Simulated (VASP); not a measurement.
An input for Quantum ESPRESSO's pw.x (written as the equivalent of a VASP run, and not itself run):

```
&CONTROL
  calculation = 'scf'
  pseudo_dir = './pseudo'
  outdir = './out'
  tprnfor = .true.
  tstress = .true.
/
&SYSTEM
  ibrav = 0
  nat = 4
  ntyp = 1
  ecutwfc = 32
  occupations = 'smearing'
  smearing = 'fermi-dirac'
  degauss = 0.000735
  input_dft = 'pz'
/
&ELECTRONS
  conv_thr = 7.3e-08
  electron_maxstep = 100
/
ATOMIC_SPECIES
  Si 28.085 Si.upf
CELL_PARAMETERS angstrom
     3.7546940    0.0000000    0.0000000
    -1.8773470    3.2516600    0.0000000
     0.0000000    0.0000000    6.2059680
ATOMIC_POSITIONS crystal
  Si   0.3296000  0.6662830  0.0691080
  Si   0.6669250  0.3287620  0.9363040
  Si   0.6571440  0.3296870  0.5605850
  Si   0.3463310  0.6752680  0.4340030
K_POINTS automatic
  7 7 4 0 0 0
```

Translate this input to VASP (INCAR, KPOINTS, POSCAR, choice of POTCAR).

This is not unique; one that fits is 
**INCAR**
```
SYSTEM = Si
PREC = Accurate
ENCUT = 300
EDIFF = 1E-6
NELM = 100
ALGO = Normal
LREAL = .FALSE.
LASPH = .TRUE.
ISMEAR = -1
SIGMA = 0.01
LWAVE = .FALSE.
LCHARG = .FALSE.
ISIF = 2
```

**POSCAR**
```
Si
1
    3.7546940000     0.0000000000     0.0000000000
   -1.8773470000     3.2516600000     0.0000000000
    0.0000000000     0.0000000000     6.2059680000
Si
4
Direct
  0.3296000000   0.6662830000   0.0691080000
  0.6669250000   0.3287620000   0.9363040000
  0.6571440000   0.3296870000   0.5605850000
  0.3463310000   0.6752680000   0.4340030000
```

### KPOINTS
```
Automatic mesh
0
gamma
  7 7 4
0 0 0
```

POTCAR, in this order: Si (LDA.64 set). Program: vasp_std.

What does not carry over: the potentials are each code's own (VASP's PAW set, PseudoDojo norm-conserving files in pw.x), so ENCUT and ecutwfc are chosen apart and not converted; conv_thr bounds pw.x's estimated SCF error, while EDIFF bounds the energy change between steps.

The structure comes from a computed database's Si entry; how it stands against other phases isn't given here. The cell was not relaxed at this level, atoms are displaced from their ideal sites, and its volume differs by -5.9 % from the start's.
